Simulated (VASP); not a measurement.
Given:

```
CELL_PARAMETERS angstrom
      3.30054     0.00000     0.00000
     -1.65027     2.85836     0.00000
      0.00000     0.00000     9.91921
ATOMIC_POSITIONS crystal
  Mg 0.66667 0.33333 0.00000
  Mg 0.00000 0.00000 0.74243
  Mg 0.00000 0.00000 0.25757
  Sn 0.66667 0.33333 0.50000
```

The numbers are results of PBEsol GGA, VASP's PBE PAW potentials (set 64) (plane waves; VASP), not measurements. Run with 400 eV cut-off, 12×12×4 Γ-centred mesh, tetrahedra with Blöchl corrections, potentials Mg Sn_d.

The cores are frozen, which limits the accuracy of field gradients.

### Question
Give the principal components of the electric field gradient (V/Å²) and the asymmetry η at each nucleus.

### Answer

```tsv
atom	Vxx	Vyy	Vzz	η
Mg1	1.1	1.1	-2.2	0.00
Mg2	1.8	1.8	-3.6	0.00
Mg3	1.8	1.8	-3.6	0.00
Sn4	81.3	81.3	-162.6	0.00
```

The structure comes from a computed database's Mg3Sn entry (P-6m2); how it stands against other phases isn't given here. It was relaxed first.
